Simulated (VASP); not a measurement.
**Sb2Pt (Geversite): formation energy of S on the Pt site**

Wanted: what S on the Pt site costs in Sb2Pt (Geversite) and how the lattice relaxes round it. The start is a cell from a database of measured crystal structures.

Calculated with VASP 6.6.1; SCAN; plane waves and PAW (Pt, Sb), in the first sound run; inputs show where later runs differ.

### Step 1. The host crystal

Symmetry: Pa-3, No. 205, cubic system. The conventional cell has a = 6.442 Å, b = 6.442 Å, c = 6.442 Å, α = 90.00°, β = 90.00°, γ = 90.00°. Nearest to Pt lie 6 Sb at 2.67 Å. Nearest to Sb lie 3 Pt at 2.67 Å and 1 Sb at 2.78 Å. Farther neighbours are not listed.

### Step 2. Relaxing the host crystal

First cell and atoms are relaxed at a raised cutoff, so that later runs start from this functional's own cell.

File INCAR:

```
SYSTEM = Sb2Pt
PREC = Normal
ENCUT = 350
EDIFF = 1E-05
NELM = 120
ISMEAR = 0
SIGMA = 0.05
LREAL = Auto
ALGO = Normal
METAGGA = SCAN
LASPH = .TRUE.
NBANDS = 52
LORBIT = 11
LWAVE = .FALSE.
LCHARG = .FALSE.
KPAR = 2
NCORE = 2
IBRION = 2
NSW = 40
ISIF = 3
EDIFFG = -0.03
POTIM = 0.4
```

File POSCAR:

```
Sb2Pt
1.0
    6.4423000000      0.0000000000      0.0000000000
    0.0000000000      6.4423000000      0.0000000000
    0.0000000000      0.0000000000      6.4423000000
Pt Sb
4 8
Direct
    0.0000000000      0.5000000000      0.5000000000
    0.5000000000      0.5000000000      0.0000000000
    0.5000000000      0.0000000000      0.5000000000
    0.0000000000      0.0000000000      0.0000000000
    0.3753000000      0.1247000000      0.8753000000
    0.1247000000      0.8753000000      0.3753000000
    0.8753000000      0.3753000000      0.1247000000
    0.6247000000      0.6247000000      0.6247000000
    0.6247000000      0.8753000000      0.1247000000
    0.8753000000      0.1247000000      0.6247000000
    0.1247000000      0.6247000000      0.8753000000
    0.3753000000      0.3753000000      0.3753000000
```

File KPOINTS:

```
Automatic mesh
0
Gamma
3 3 3
0 0 0
```

PAW data sets: Pt and Sb (PBE family, release 64).

Launch:

```sh
$ mpirun -np 4 vasp_std
```

The program printed:

```text
[banner, memory and clock lines left out]
running    4 mpi-ranks, on    1 nodes
 distrk:  each k-point on    2 cores,    2 groups
 distr:  one band on    2 cores,    1 groups

 POSCAR found type information on POSCAR PtSb
 POSCAR found :  2 types and      12 ions
|                                                                             |
|               ----> ADVICE to this user running VASP <----                  |
|                                                                             |
|     You enforced a specific xc type in the INCAR file but a different       |
|     [... a line on the potential file left out ...]
|     I HOPE YOU KNOW WHAT YOU ARE DOING!                                     |
|                                                                             |

 LDA part: xc-table for (None), standard interpolation
 POSCAR, INCAR and KPOINTS ok, starting setup
 FFT: planning ... GRIDC
 FFT: planning ... GRID_SOFT
 FFT: planning ... GRID
 WAVECAR not read
 entering main loop
       N       E                     dE             d eps       ncg     rms          rms(c)
DAV:   1    -0.125994681853E+03   -0.12599E+03   -0.25578E+04   416   0.985E+02
DAV:   2    -0.575195835383E+03   -0.44920E+03   -0.42575E+03   484   0.220E+02
DAV:   3    -0.602214451353E+03   -0.27019E+02   -0.26205E+02   492   0.578E+01
DAV:   4    -0.602788461986E+03   -0.57401E+00   -0.56896E+00   488   0.880E+00
DAV:   5    -0.602801341012E+03   -0.12879E-01   -0.12851E-01   488   0.135E+00    0.140E+01
DAV:   6    -0.586670418180E+03    0.16131E+02   -0.50012E+00   440   0.126E+01    0.736E+00
DAV:   7    -0.586588999370E+03    0.81419E-01   -0.14489E+00   440   0.655E+00    0.401E+00
DAV:   8    -0.586610679040E+03   -0.21680E-01   -0.73223E-01   460   0.466E+00    0.991E-01
DAV:   9    -0.586618318622E+03   -0.76396E-02   -0.26149E-01   440   0.304E+00    0.124E+00
DAV:  10    -0.586597039801E+03    0.21279E-01   -0.55908E-02   464   0.146E+00    0.365E-01
DAV:  11    -0.586597825812E+03   -0.78601E-03   -0.11581E-02   480   0.505E-01    0.161E-01
DAV:  12    -0.586599336714E+03   -0.15109E-02   -0.32297E-03   468   0.309E-01    0.147E-01
DAV:  13    -0.586599142822E+03    0.19389E-03   -0.52841E-04   480   0.118E-01    0.528E-02
DAV:  14    -0.586599156418E+03   -0.13595E-04   -0.11838E-04   480   0.585E-02    0.188E-02
DAV:  15    -0.586599148657E+03    0.77610E-05   -0.54994E-05   400   0.425E-02
   1 F= -.58659915E+03 E0= -.58659791E+03  d E =-.586599E+03
 curvature:   0.00 expect dE= 0.000E+00 dE for cont linesearch  0.000E+00
 trial: gam= 0.00000 g(F)=  0.147E-02 g(S)=  0.132E-04 ort = 0.000E+00 (trialstep = 0.100E+01)
 search vector abs. value=  0.148E-02
 bond charge predicted
       N       E                     dE             d eps       ncg     rms          rms(c)
DAV:   1    -0.586600239929E+03   -0.10835E-02   -0.19142E-02   416   0.534E-01    0.574E-02
DAV:   2    -0.586600170015E+03    0.69914E-04   -0.13408E-03   480   0.160E-01    0.304E-02
DAV:   3    -0.586600171372E+03   -0.13577E-05   -0.74551E-05   472   0.463E-02
   2 F= -.58660017E+03 E0= -.58659886E+03  d E =-.102272E-02
 trial-energy change:   -0.001023  1 .order   -0.001248   -0.001481   -0.001015
 step:   3.1770(harm=  3.1770)  dis= 0.00488  next Energy=  -586.601501 (dE=-0.235E-02)
 bond charge predicted
       N       E                     dE             d eps       ncg     rms          rms(c)
DAV:   1    -0.586601237844E+03   -0.10678E-02   -0.89914E-02   416   0.115E+00    0.134E-01
DAV:   2    -0.586600904306E+03    0.33354E-03   -0.64692E-03   476   0.355E-01    0.744E-02
DAV:   3    -0.586600932570E+03   -0.28264E-04   -0.40776E-04   444   0.110E-01    0.451E-02
DAV:   4    -0.586600914337E+03    0.18233E-04   -0.49937E-05   432   0.383E-02    0.162E-02
DAV:   5    -0.586600918414E+03   -0.40770E-05   -0.11494E-05   228   0.192E-02
   3 F= -.58660092E+03 E0= -.58659938E+03  d E =-.176976E-02
 curvature:  -1.59 expect dE=-0.329E-03 dE for cont linesearch -0.329E-03
 trial: gam= 0.00000 g(F)=  0.205E-03 g(S)=  0.220E-05 ort =-0.554E-03 (trialstep = 0.144E+01)
 search vector abs. value=  0.207E-03
 reached required accuracy - stopping structural energy minimisation
```

The job ended after 72 s (4 MPI ranks of AMD EPYC 7R43, shared host; peak memory 0.5 GiB).

Lines that name or quote the potential files are left out of all logs, and their timing lines are given in words.

Parts of OUTCAR (step 2):

```text
ion  position               nearest neighbor table
   1  0.000  0.500  0.500-   6 2.67   7 2.67   8 2.67  10 2.67  11 2.67  12 2.67
   2  0.500  0.500  0.000-   5 2.67   7 2.67   8 2.67   9 2.67  11 2.67  12 2.67
   3  0.500  0.000  0.500-   5 2.67   6 2.67   8 2.67   9 2.67  10 2.67  12 2.67
   4  0.000  0.000  0.000-   5 2.67   6 2.67   7 2.67   9 2.67  10 2.67  11 2.67
   5  0.375  0.125  0.875-   2 2.67   3 2.67   4 2.67   9 2.78  10 3.60  11 3.60  12 3.60  12 3.60
                            11 3.60  10 3.60
   6  0.125  0.875  0.375-   1 2.67   3 2.67   4 2.67  10 2.78   9 3.60  11 3.60  12 3.60  11 3.60
                            12 3.60   9 3.60
   7  0.875  0.375  0.125-   1 2.67   2 2.67   4 2.67  11 2.78  10 3.60   9 3.60  12 3.60  10 3.60
                             9 3.60  12 3.60
   8  0.625  0.625  0.625-   1 2.67   2 2.67   3 2.67  12 2.78  10 3.60  11 3.60   9 3.60   9 3.60
                            10 3.60  11 3.60
   9  0.625  0.875  0.125-   2 2.67   3 2.67   4 2.67   5 2.78   6 3.60   7 3.60   8 3.60   8 3.60
                             7 3.60   6 3.60
  10  0.875  0.125  0.625-   1 2.67   3 2.67   4 2.67   6 2.78   5 3.60   7 3.60   8 3.60   7 3.60
                             8 3.60   5 3.60
  11  0.125  0.625  0.875-   1 2.67   2 2.67   4 2.67   7 2.78   6 3.60   5 3.60   8 3.60   6 3.60
                             5 3.60   8 3.60
  12  0.375  0.375  0.375-   1 2.67   2 2.67   3 2.67   8 2.78   6 3.60   7 3.60   5 3.60   5 3.60
                             6 3.60   7 3.60

  LATTYP: Found a simple cubic cell.
 ALAT       =     6.4423000000

 Subroutine GETGRP returns: Found 24 space group operations
 (whereof  6 operations were pure point group operations)

The static configuration has the point symmetry S_6 .
 The point group associated with its full space group is T_h .

 Found      4 irreducible k-points:

   k-points           NKPTS =      4   k-points in BZ     NKDIM =      4   number of bands    NBANDS=     52

   dimension x,y,z NGX =    30 NGY =   30 NGZ =   30
   dimension x,y,z NGXF=    60 NGYF=   60 NGZF=   60

   ENCUT  =  350.0 eV  25.72 Ry    5.07 a.u.   9.83  9.83  9.83*2*pi/ulx,y,z

   NELECT =      80.0000    total number of electrons

 k-points in reciprocal lattice and weights: Automatic mesh
   0.00000000  0.00000000  0.00000000       0.037
   0.33333333  0.00000000  0.00000000       0.222
   0.33333333  0.33333333  0.00000000       0.444
   0.33333333  0.33333333  0.33333333       0.296

 average (electrostatic) potential at core
       1 -69.9973       2 -69.9973       3 -69.9973       4 -69.9973       5 -88.7231
       6 -88.7231       7 -88.7231       8 -88.7231       9 -88.7231      10 -88.7231
      11 -88.7231      12 -88.7231

 E-fermi :   9.1499

 k-point     1 :       0.0000    0.0000    0.0000
  band No.  band energies     occupation
    ...
     36       6.6696      2.00000
     37       7.2022      2.00000
     38       8.5688      2.00000
     39       8.5688      2.00000
     40       8.5689      2.00000
     41       9.1961      0.19111
     42       9.1962      0.19057
     43       9.1966      0.18633
     44      10.1251      0.00000
     45      12.6882      0.00000
    ...

 k-point     2 :       0.3333    0.0000    0.0000
  band No.  band energies     occupation
    ...
     36       7.1466      2.00000
     37       7.8334      2.00000
     38       7.8942      2.00000
     39       8.3254      2.00000
     40       8.7891      2.00000
     41       9.6338      0.00000
     42       9.6612      0.00000
     43       9.9038      0.00000
     44      10.7797      0.00000
     45      11.7160      0.00000
    ...

 k-point     3 :       0.3333    0.3333    0.0000
  band No.  band energies     occupation
    ...
     36       7.7239      2.00000
     37       7.7582      2.00000
     38       7.9826      2.00000
     39       8.3136      2.00000
     40       9.0798      1.95267
     41      10.0445      0.00000
     42      10.1068      0.00000
     43      10.6071      0.00000
     44      10.9691      0.00000
     45      11.2281      0.00000
    ...

  Total        0.0151133      0.0151133      0.0151133      0.0000000      0.0000000      0.0000000
  in kB        0.0906652      0.0906652      0.0906652      0.0000000      0.0000000      0.0000000
  external PRESSURE =       0.0906652 kB  Pullay stress =       0.0000000 kB

  energy-cutoff  :      350.00
  volume of cell :      267.07
      direct lattice vectors                 reciprocal lattice vectors
     6.439865839 -0.000000000  0.000000000     0.155282738  0.000000000 -0.000000000
    -0.000000000  6.439865839  0.000000000     0.000000000  0.155282738 -0.000000000
     0.000000000  0.000000000  6.439865839    -0.000000000 -0.000000000  0.155282738

 POSITION                                       TOTAL-FORCE (eV/Angst)
 -----------------------------------------------------------------------------------
      0.00000      3.21993      3.21993         0.000000      0.000000      0.000000
      3.21993      3.21993      0.00000        -0.000000      0.000000      0.000000
      3.21993      0.00000      3.21993        -0.000000      0.000000      0.000000
      0.00000     -0.00000      0.00000         0.000000      0.000000      0.000000
      2.41200      0.80793      5.63193         0.014870     -0.014870      0.014870
      0.80793      5.63193      2.41200        -0.014870      0.014870      0.014870
      5.63193      2.41200      0.80793         0.014870      0.014870     -0.014870
      4.02786      4.02786      4.02786        -0.014870     -0.014870     -0.014870
      4.02786      5.63193      0.80793        -0.014870      0.014870     -0.014870
      5.63193      0.80793      4.02786         0.014870     -0.014870     -0.014870
      0.80793      4.02786      5.63193        -0.014870     -0.014870      0.014870
      2.41200      2.41200      2.41200         0.014870      0.014870      0.014870
 -----------------------------------------------------------------------------------
    total drift:                               -0.000000      0.000000      0.000000

  FREE ENERGIE OF THE ION-ELECTRON SYSTEM (eV)
  ---------------------------------------------------
  free  energy   TOTEN  =      -586.6009184137 eV

  energy  without entropy=     -586.5978397741  energy(sigma->0) =     -586.59937909

 reached required accuracy - stopping structural energy minimisation

 total charge
# of ion       s       p       d       tot
------------------------------------------
    1        0.649   0.656   8.072   9.377
    2        0.649   0.656   8.072   9.377
    3        0.649   0.656   8.072   9.377
    4        0.649   0.656   8.072   9.377
    5        1.134   1.223   0.062   2.419
    6        1.134   1.223   0.062   2.419
    7        1.134   1.223   0.062   2.419
    8        1.134   1.223   0.062   2.419
    9        1.134   1.223   0.062   2.419
   10        1.134   1.223   0.062   2.419
   11        1.134   1.223   0.062   2.419
   12        1.134   1.223   0.062   2.419
--------------------------------------------------
tot         11.666  12.410  32.780  56.857

[... 1 further part left out ...]
```

The gap is read on the k-mesh alone, so it is an upper bound where the band edges lie off the mesh. The PAW data sets were made with PBE, which is usual practice but a small mismatch for other functionals. The run keeps the 24 symmetry operations of its start, so it cannot find a distortion of lower symmetry.

The steps of the relaxation:

```csv
step,energy less that of the first step (eV),largest force (eV/Å),pressure (GPa),volume (Å³)
1,0.0000,0.0690,-0.02,267.38
2,-0.0010,0.0481,0.02,267.28
3,-0.0018,0.0258,0.01,267.07
```

```
conventional cell, symmetrised  before  after  change
                         a (Å)   6.442  6.440  -0.0 %
                         b (Å)   6.442  6.440  -0.0 %
                         c (Å)   6.442  6.440  -0.0 %
              volume (Å³/atom)   22.28  22.26  -0.1 %
```

The relaxed structure:

```xyz
12
Lattice="6.4399 0.0000 0.0000 0.0000 6.4399 0.0000 0.0000 0.0000 6.4399" Properties=species:S:1:pos:R:3 pbc="T T T"
Pt    0.0000    3.2199    3.2199
Pt    3.2199    3.2199    0.0000
Pt    3.2199    0.0000    3.2199
Pt    0.0000    0.0000    0.0000
Sb    2.4120    0.8079    5.6319
Sb    0.8079    5.6319    2.4120
Sb    5.6319    2.4120    0.8079
Sb    4.0279    4.0279    4.0279
Sb    4.0279    5.6319    0.8079
Sb    5.6319    0.8079    4.0279
Sb    0.8079    4.0279    5.6319
Sb    2.4120    2.4120    2.4120
```

A gap read on the k-mesh alone can miss the band edges.

Numbers from this step:

```
electronic cycles                               : 23
electrons                                       : 80
free energy (TOTEN)                             : -586.6009 eV
energy at zero smearing                         : -586.5994 eV
Fermi energy                                    : 9.150 eV
labelled metallic, from the levels on this mesh : no
gap on the k-mesh                               : 0.1163 eV
least direct gap on the k-mesh                  : 0.6272 eV
```

The run ended after 3 ionic steps, 0.002 eV below its first step, once forces and stress met EDIFFG = -0.03.

(Continued in part 2 of 6.)

[Lines on the potential files, build, host, timing and source positions are cut from VASP's logs without a mark.]

[Logs are printed without paths, hosts, clocks, repeated set-up lines and the standing remarks that a program may print on its own settings, such as how far it seeks lower states.]

[Hosts, paths, dates, database ids (printed as entryN), source tags and the programs' standing remarks are cut or masked in the printed files.]

[In band tables of VASP the shares of atoms and orbitals are scaled to a sum of 1 inside the atoms' spheres.]

[Runs that stopped without an error message from VASP are left out.]
